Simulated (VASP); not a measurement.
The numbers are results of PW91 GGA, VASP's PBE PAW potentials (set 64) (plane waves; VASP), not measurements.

The input files of a VASP run:

### POSCAR
```
Pb
3.5551010
  0.0000000000   0.7071067993   0.7071067993
  0.7071067993   0.0000000000   0.7071067993
  0.7071067993   0.7071067993   0.0000000000
Pb
1
Cartesian
  0.0000000000   0.0000000000   0.0000000000
```

### INCAR
```
ALGO = Normal
EDIFF = 1E-7
ENCUT = 520
GGA = 91
ISIF = 2
ISMEAR = -5
LASPH = .TRUE.
LCHARG = .TRUE.
LMAXMIX = 4
LORBIT = 11
LREAL = .FALSE.
LWAVE = .FALSE.
NEDOS = 601
NELM = 100
PREC = Accurate
SYSTEM = Pb
```

File KPOINTS:
```
kpoints
0
gamma
14 14 14
```

POTCAR, in this order: Pb_d (PBE.64 set). Program: vasp_std.

Unless said otherwise, spin-orbit coupling is left out, though it shifts the bands of the heavy elements here.

Question: Estimate the energy per atom (σ→0), band gap (on the k-mesh).

Answer: 
```yaml
energy per atom (σ→0): -3.600 eV/atom
band gap (on the k-mesh): none (metal, semimetal or under 0.01 eV)
```

**OSZICAR**
```
...
DAV:   5    -0.362539473625E+01   -0.51185E-02   -0.51181E-02  2933   0.269E+00    0.717E-01
DAV:   6    -0.360369170930E+01    0.21703E-01   -0.38348E-02  2753   0.391E+00    0.294E-01
DAV:   7    -0.359982464681E+01    0.38671E-02   -0.13254E-02  2732   0.216E+00    0.961E-02
DAV:   8    -0.359971115850E+01    0.11349E-03   -0.44221E-04  3177   0.382E-01    0.114E-02
DAV:   9    -0.359970552126E+01    0.56372E-05   -0.10870E-05  2914   0.654E-02    0.525E-03
DAV:  10    -0.359970520871E+01    0.31256E-06   -0.80513E-07  2501   0.915E-03    0.223E-04
DAV:  11    -0.359970525889E+01   -0.50188E-07   -0.17004E-08  1492   0.173E-03
   1 F= -.35997053E+01 E0= -.35997053E+01  d E =0.000000E+00
```

The compound is Pb in the fcc structure. It was relaxed first.
